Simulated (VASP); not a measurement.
Here is the system:

```xyz
3
Lattice="2.1041 -3.6445 0.0000 2.1041 3.6445 0.0000 0.0000 0.0000 7.5570" Properties=species:S:1:pos:R:3 pbc="T T T"
Mg     0.0000     0.0000     0.0000
I      2.1041     1.2148     1.6698
I      2.1041    -1.2148     5.8872
```

Computed with PBE GGA, VASP's PBE PAW potentials (set 64) (plane waves; VASP). Numerical set-up: 500 eV cut-off, 6×6×3 Γ-centred mesh, Gaussian smearing of 0.050 eV, potentials Mg I.

Without a dispersion term in the relaxation, distances and binding between the weakly bound layers, chains or molecules are unreliable, and so is what depends on them.

**Question.** Predict the energy per atom (σ→0).

**Answer.** 
* **energy per atom (σ→0)**: -2.579 eV/atom

Total energies compare only between runs with the same potentials, cut-off and functional.

The compound is MgI2 in the 1T layered structure. It was relaxed first, which changed the volume by +13 %.
